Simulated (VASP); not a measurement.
Crystal: GaSb.

```xyz
2
Lattice="0.0000 3.0590 3.0590 3.0590 0.0000 3.0590 3.0590 3.0590 0.0000" Properties=species:S:1:pos:R:3 pbc="T T T"
Ga    0.0000    0.0000    0.0000
Sb    1.5295    1.5295    1.5295
```

* Program: VASP 6.6.1
* Task: relaxation of cell and atoms
* Functional: PBE
* Potentials or basis: VASP PAW PBE potentials, release 64 (Ga_d, Sb)
* Cutoff: 520 eV
* k mesh: 6 × 6 × 6
* Occupations: gaussian, width 0.02 eV
* Spin: no spin polarisation

At the start: pressure 2.4 GPa; volume 28.62 Å³/atom.

Q: Where does the relaxation end?

A: Over 15 steps the energy falls by 11.0 meV/atom and the volume is 30.09 Å³/atom (+5.1 %); space group F-43m (No. 216, to 0.05 Å).

The path:
```csv
step,energy change (eV),largest force (eV/Å),pressure (GPa),volume (Å³)
1,0.0000,0.0000,2.37,57.25
2,-0.0211,0.0000,-0.45,60.82
3,-0.0220,0.0000,-0.04,60.23
4,-0.0220,0.0000,0.02,60.17
5,-0.0220,0.0000,0.02,60.17
6,-0.0220,0.0000,0.02,60.17
7,-0.0220,0.0000,0.01,60.17
8,-0.0220,0.0000,0.02,60.17
9,-0.0220,0.0000,0.02,60.17
10,-0.0220,0.0000,0.02,60.17
11,-0.0220,0.0000,0.02,60.17
12,-0.0220,0.0000,0.02,60.17
13,-0.0220,0.0000,0.02,60.17
14,-0.0220,0.0000,0.02,60.17
15,-0.0220,0.0000,0.00,60.18
```

Final structure:
```yaml
crystal:
  lattice:
    - [0.00000, 3.11028, 3.11028]
    - [3.11028, 0.00000, 3.11028]
    - [3.11028, 3.11028, 0.00000]
  atoms:
    - { symbol: Ga, position: [0.00000, 0.00000, 0.00000] }
    - { symbol: Sb, position: [0.25000, 0.25000, 0.25000] }
```
